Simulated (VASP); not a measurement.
An input for Ansatz (written as the equivalent of a VASP run, and not itself run):

Ansatz 0.2 input:
```yaml
crystal:
  lattice:
    - [0.0000000, 4.3513190, 4.3513190]
    - [4.3513190, 0.0000000, 4.3513190]
    - [4.3513190, 4.3513190, 0.0000000]
  atoms:
    - { symbol: Sc, position: [0.1250000, 0.1250000, 0.1250000] }
    - { symbol: Sc, position: [0.6250000, 0.1250000, 0.1250000] }
    - { symbol: Sc, position: [0.1250000, 0.6250000, 0.1250000] }
    - { symbol: Sc, position: [0.1250000, 0.1250000, 0.6250000] }
    - { symbol: Cu, position: [0.7500000, 0.7500000, 0.7500000] }
    - { symbol: Cu, position: [0.5000000, 0.5000000, 0.5000000] }
kpoints:
  mp_grid: { grid: [4, 4, 4] }
hamiltonian:
  xc: pbe
  pseudopotentials: { kind: paw }
scf:
  occupations: { method: fermi_dirac, width: 0.1 }
  max_iter: 100
relax:
  max_steps: 50
  f_tol: 0.01
  cell: {}
output: { forces: true, stress: true, eigenvalues: true }
```

Q: Write the VASP files for the same calculation (PBE).

A: Several could match; the one computed here: 
### KPOINTS
```
K-points
0
Gamma
4 4 4
0 0 0
```

**POSCAR**
```
Sc2Cu
1
    0.0000000000     4.3513190000     4.3513190000
    4.3513190000     0.0000000000     4.3513190000
    4.3513190000     4.3513190000     0.0000000000
Sc Cu
4 2
Direct
  0.1250000000   0.1250000000   0.1250000000
  0.6250000000   0.1250000000   0.1250000000
  0.1250000000   0.6250000000   0.1250000000
  0.1250000000   0.1250000000   0.6250000000
  0.7500000000   0.7500000000   0.7500000000
  0.5000000000   0.5000000000   0.5000000000
```

INCAR:
```
EDIFFG  =  -0.01
ALGO  =  Normal   # blocked Davidson
ISIF  =  3
LCHARG  =  .FALSE.
LREAL  =  .FALSE.
PREC  =  Accurate
IBRION  =  2   # conjugate gradients
ENCUT  =  300
EDIFF  =  1E-6
NELM  =  100
ISMEAR  =  -1   # Fermi-Dirac
SIGMA  =  0.1   # width (eV)
NSW  =  50
LASPH  =  .TRUE.   # aspherical one-centre terms
LWAVE  =  .FALSE.
SYSTEM  =  Sc2Cu
LMAXMIX  =  4
GGA  =  PE
```

POTCAR, in this order: Sc_sv Cu (PBE.64 set). Program: vasp_std.

What does not carry over: each code has its own PAW files, so the cut-off isn't converted (ENCUT is set for VASP's; basis.ecutwfc is left out, and Ansatz then takes the one that its files recommend); Ansatz stops its SCF on the density residual and VASP on the energy change (EDIFF).

The structure was generated: Sc2Cu was put into an ordered model structure, which need not be its known phase. This run relaxes it. Symmetry was kept, so distortions that lower it aren't found. The k-mesh is coarse (spacing up to 0.34 per Å, 2π included), so the numbers may not be converged in it. The run is one of a series of settings (EDIFFG = -0.01, IBRION = 2, ISIF = 3, NSW = 50 against the base run), some of them coarse on purpose.
